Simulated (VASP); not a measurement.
OSZICAR of a VASP run on CrO₂ (rutile):

**OSZICAR**
```
       N       E                     dE             d eps       ncg     rms          rms(c)
DAV:   1     0.608535955027E+03    0.60854E+03   -0.27192E+04  6000   0.183E+03
DAV:   2    -0.212763617158E+02   -0.62981E+03   -0.59869E+03  6528   0.541E+02
DAV:   3    -0.934780113251E+02   -0.72202E+02   -0.69893E+02  7250   0.178E+02
DAV:   4    -0.954683872529E+02   -0.19904E+01   -0.19195E+01  7070   0.290E+01
DAV:   5    -0.955253269552E+02   -0.56940E-01   -0.56651E-01  8108   0.480E+00    0.439E+01
DAV:   6    -0.712921204693E+02    0.24233E+02   -0.12890E+02  6946   0.106E+02    0.285E+01
DAV:   7    -0.666713979997E+02    0.46207E+01   -0.54071E+01  7284   0.746E+01    0.169E+01
DAV:   8    -0.655578023504E+02    0.11136E+01   -0.39004E+00  7642   0.179E+01    0.644E+00
DAV:   9    -0.659149255645E+02   -0.35712E+00   -0.20113E+00  7610   0.111E+01    0.637E+00
DAV:  10    -0.658981666227E+02    0.16759E-01   -0.26529E-01  7580   0.348E+00    0.651E+00
DAV:  11    -0.659060312726E+02   -0.78646E-02   -0.14788E-02  8012   0.531E-01    0.385E+00
DAV:  12    -0.658513639809E+02    0.54667E-01   -0.11005E-01  8072   0.265E+00    0.106E+01
DAV:  13    -0.659231940722E+02   -0.71830E-01   -0.10855E-02  7128   0.910E-01    0.110E+01
DAV:  14    -0.659051371760E+02    0.18057E-01   -0.13268E-03  7652   0.336E-01    0.112E+01
DAV:  15    -0.659404087650E+02   -0.35272E-01   -0.11243E-02  7900   0.916E-01    0.141E+01
DAV:  16    -0.659374765951E+02    0.29322E-02   -0.18097E-02  7730   0.102E+00    0.144E+01
DAV:  17    -0.659363063362E+02    0.11703E-02   -0.23104E-03  7610   0.351E-01    0.135E+01
DAV:  18    -0.659352004590E+02    0.11059E-02   -0.28377E-04  7384   0.119E-01    0.128E+01
DAV:  19    -0.659365688756E+02   -0.13684E-02   -0.24693E-03  7522   0.426E-01    0.956E+00
DAV:  20    -0.659362703267E+02    0.29855E-03   -0.29118E-04  7714   0.131E-01    0.729E+00
DAV:  21    -0.659353531058E+02    0.91722E-03   -0.76003E-04  8268   0.177E-01    0.347E+00
DAV:  22    -0.659357831691E+02   -0.43006E-03   -0.54954E-04  8190   0.171E-01    0.209E+00
DAV:  23    -0.659357615314E+02    0.21638E-04   -0.79993E-04  8474   0.172E-01    0.722E-01
DAV:  24    -0.659358228737E+02   -0.61342E-04   -0.14347E-04  6758   0.811E-02    0.103E-01
DAV:  25    -0.659358227730E+02    0.10069E-06   -0.12736E-05  7916   0.257E-02    0.142E-01
DAV:  26    -0.659358316727E+02   -0.88997E-05   -0.63813E-06  6756   0.203E-02    0.412E-02
DAV:  27    -0.659358348677E+02   -0.31950E-05   -0.10259E-06  4138   0.862E-03    0.939E-02
DAV:  28    -0.659358343530E+02    0.51472E-06   -0.35066E-07  3378   0.389E-03
   1 F= -.65935834E+02 E0= -.65935729E+02  d E =-.659358E+02  mag=     4.0000
       N       E                     dE             d eps       ncg     rms          rms(c)
DAV:   1    -0.659412903684E+02   -0.54555E-02   -0.22520E-01  6000   0.430E+00    0.155E+00
DAV:   2    -0.659374313848E+02    0.38590E-02   -0.26925E-02  6748   0.178E+00    0.173E+00
DAV:   3    -0.659364926230E+02    0.93876E-03   -0.33979E-03  7916   0.532E-01    0.801E-01
DAV:   4    -0.659361558479E+02    0.33678E-03   -0.14885E-03  7232   0.232E-01    0.443E-01
DAV:   5    -0.659362632692E+02   -0.10742E-03   -0.30466E-04  8544   0.121E-01    0.476E-01
DAV:   6    -0.659362885906E+02   -0.25321E-04   -0.18674E-04  8466   0.132E-01    0.258E-01
DAV:   7    -0.659362719181E+02    0.16672E-04   -0.17417E-04  7992   0.130E-01    0.140E-01
DAV:   8    -0.659362692000E+02    0.27181E-05   -0.53361E-05  7886   0.568E-02    0.118E-01
DAV:   9    -0.659362667661E+02    0.24339E-05   -0.14399E-05  8544   0.321E-02    0.189E-02
DAV:  10    -0.659362696647E+02   -0.28985E-05   -0.17856E-06  4568   0.115E-02    0.403E-03
DAV:  11    -0.659362708018E+02   -0.11371E-05   -0.60277E-07  3606   0.668E-03    0.705E-03
DAV:  12    -0.659362705705E+02    0.23133E-06   -0.14108E-07  3288   0.330E-03
   2 F= -.65936271E+02 E0= -.65936193E+02  d E =-.436217E-03  mag=     4.0000
       N       E                     dE             d eps       ncg     rms          rms(c)
DAV:   1    -0.659364468881E+02   -0.17609E-03   -0.65825E-03  6000   0.737E-01    0.291E-01
DAV:   2    -0.659363442071E+02    0.10268E-03   -0.80582E-04  6720   0.308E-01    0.301E-01
DAV:   3    -0.659362760428E+02    0.68164E-04   -0.11575E-04  7974   0.978E-02    0.132E-01
DAV:   4    -0.659362771191E+02   -0.10763E-05   -0.43431E-05  7266   0.414E-02    0.932E-02
DAV:   5    -0.659362880611E+02   -0.10942E-04   -0.86592E-06  6986   0.202E-02    0.812E-02
DAV:   6    -0.659362850552E+02    0.30060E-05   -0.74396E-06  7220   0.260E-02    0.429E-02
DAV:   7    -0.659362846964E+02    0.35875E-06   -0.51399E-06  6820   0.223E-02
   3 F= -.65936285E+02 E0= -.65936202E+02  d E =-.450343E-03  mag=     4.0000
       N       E                     dE             d eps       ncg     rms          rms(c)
DAV:   1    -0.659369471309E+02   -0.66208E-03   -0.34164E-02  6000   0.161E+00    0.900E-01
DAV:   2    -0.659365643879E+02    0.38274E-03   -0.28756E-03  7764   0.559E-01    0.774E-01
DAV:   3    -0.659363318429E+02    0.23254E-03   -0.44725E-04  7652   0.189E-01    0.362E-01
DAV:   4    -0.659362856595E+02    0.46183E-04   -0.32289E-04  7500   0.122E-01    0.378E-01
DAV:   5    -0.659362925070E+02   -0.68474E-05   -0.40255E-05  7498   0.569E-02    0.201E-01
DAV:   6    -0.659362866436E+02    0.58633E-05   -0.37996E-05  8488   0.508E-02    0.912E-02
DAV:   7    -0.659362827300E+02    0.39136E-05   -0.23048E-05  8538   0.469E-02    0.750E-02
DAV:   8    -0.659362772034E+02    0.55266E-05   -0.64224E-06  6444   0.240E-02    0.384E-02
DAV:   9    -0.659362768393E+02    0.36404E-06   -0.55501E-06  6080   0.157E-02
   4 F= -.65936277E+02 E0= -.65936203E+02  d E =0.785708E-05  mag=     4.0000
```

Q: Which electronic solver shows in the log?

A: It is blocked Davidson (ALGO = Normal, or the opening steps of other solvers). The INCAR had ALGO = Normal.

Q: How was spin treated?

A: Collinear spin (ISPIN = 2): the summary line carries one mag value, 4.00 μB in the cell.

Q: Can the final energy be trusted as converged?

A: Self-consistency was reached. It stopped with EDIFF = 1E-6, NELM = 100, NSW = 60 and EDIFFG = -0.02 after 4 ionic steps (r2SCAN+rVV10, plane waves, VASP's PBE PAW potentials (set 64)).

The compound is CrO2 in the rutile structure. This run relaxes it. Symmetry was kept, so distortions that lower it aren't found. The start is the result of an earlier pass.
